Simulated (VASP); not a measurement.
SiC: band gap against strain

SiC (wurtzite, P6_3mc, 10.160 Å³/atom and stress up to 0.23 GPa in the relaxed cell, c along z) under a strain ε along c (axis z), the other axes held. LDA in VASP (plane waves, PAW), 600 eV, 12×12×6 Γ-centred mesh, Gaussian smearing 0.05 eV; ions are relaxed, or left where forces stay under 0.02 eV/Å, within the symmetry of each cell. Gaps are the smallest on the run's k-mesh, which can miss an edge that lies off it, without spin-orbit coupling; in all rows the valence edge lies at Γ and the conduction edge at about 1.4 Å⁻¹ from Γ.

Here s stands for strain and Eg for gap.

```csv
strain (%),gap (eV)
0.00,2.12
0.50,2.09
1.00,2.07
1.50,2.04
3.00,?
```

Q: Fit Eg against s with a straight line, and predict the withheld value at s = 3.00.

A: Means: s 0.75000, Eg 2.080. About the means, the sum of products is -0.065000 and the sum of squares of s is 1.2500; the slope is their ratio. Least squares gives Eg = 2.119 - 0.0520·s. Residuals (row less fit): 0.001, -0.003, 0.003, -0.001; standard error 0.003 (degrees of freedom: 2). Over these rows the gap moves by -5.2 ± 0.3 eV per unit strain. At the withheld row, Eg = 2.119 - 0.0520 × 3.0 = 1.963 eV. The calculation gives 1.97 eV, 0.007 eV above the prediction (4.7 % of the range of Eg in the table). The row lies outside the fitted rows, so this is an extrapolation. The scatter of the fitted rows lies at the last printed digit.

SiC is here the rare 2H polytype. Rows are the converged runs of the series near zero and its far end; series whose fitted rows scatter by over a few per cent of the range, as at a crossing or softening among them, aren't shown in this form, nor equations of state whose B0' disagrees with the runs' pressures. Most that stay on the fit to the last digits aren't either.
